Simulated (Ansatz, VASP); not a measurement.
## Two plane-wave programs on SrAlO

File INCAR:

```
PREC = Accurate ; ENCUT = 600
EDIFF = 1E-7 ; ISMEAR = 0
SIGMA = 0.1 ; LREAL = False
LASPH = True ; NELM = 100
ALGO = Normal ; ISIF = 3
LWAVE = False ; LCHARG = False
GGA = PE ; IBRION = 2
NSW = 90 ; EDIFFG = -0.04
```

Contents of KPOINTS:

```
regular mesh
0
Gamma
  4 4 6
```

File POSCAR:

```
SrAlO
1.0
    4.2541686000      0.0000000000      0.0000000000
    0.0000000000      4.2541686000      0.0000000000
    0.0000000000      0.0000000000      3.3255169200
Sr Al O
1 1 1
Direct
    0.0000000000      0.0000000000      0.8664171500
    0.5000000000      0.5000000000      0.5648841700
    0.5000000000      0.5000000000      0.0586832100
```

Input for Ansatz:

```yaml
crystal:
  lattice:
    - [4.2541686, 0.0, 0.0]
    - [0.0, 4.2541686, 0.0]
    - [0.0, 0.0, 3.32551692]
  atoms:
    - { symbol: Sr, position: [0.0, 0.0, 0.86641715] }
    - { symbol: Al, position: [0.5, 0.5, 0.56488417] }
    - { symbol: O, position: [0.5, 0.5, 0.05868321] }
basis:
  ecutwfc: 420
kpoints:
  mp_grid: { grid: [4, 4, 6] }
hamiltonian:
  xc: pbe
scf:
  occupations: { method: gaussian, width: 0.1 }
  lower_state_search: "off"
output:
  forces: true
  stress: true
  eigenvalues: true
relax:
  adjacent_minimum: "off"
  f_tol: 0.04
  max_steps: 70
  cell: { stress_tol: 0.4 }
```

Alike in both runs: task relaxation of cell and atoms; functional PBE; k mesh 4 × 4 × 6; occupations gaussian, width 0.1 eV; no spin polarisation.

|  | VASP | Ansatz |
| --- | --- | --- |
| version | VASP 6.6.1 | Ansatz 0.2.0 |
| potentials or method | VASP PAW PBE potentials, release 64 (Sr_sv, Al, O) | scalar-relativistic, plane waves, PAW |
| plane-wave cutoff (eV) | 600 | 420 |
| valence electrons in the cell | 19 | 19 |

```tsv
	VASP	Ansatz	Ansatz less VASP
gap on the k mesh at the Fermi level, each at its own relaxed structure (eV)	none	none	-
relaxed volume (Å³/atom)	18.61	18.58	-0.027
relaxed cell length with the largest relative difference (Å)	4.000	3.993	-0.0068
energy change over the relaxation (meV/atom)	-663	-662	+0.6
```

A gap of «none» marks a metal or a gap that the smearing closes.

Caveats: the k mesh is coarse (spacing up to 0.37 Å⁻¹), so the values aren't converged; an odd number of electrons without spin polarisation forces a metal; a magnetic or distorted state may lie lower.
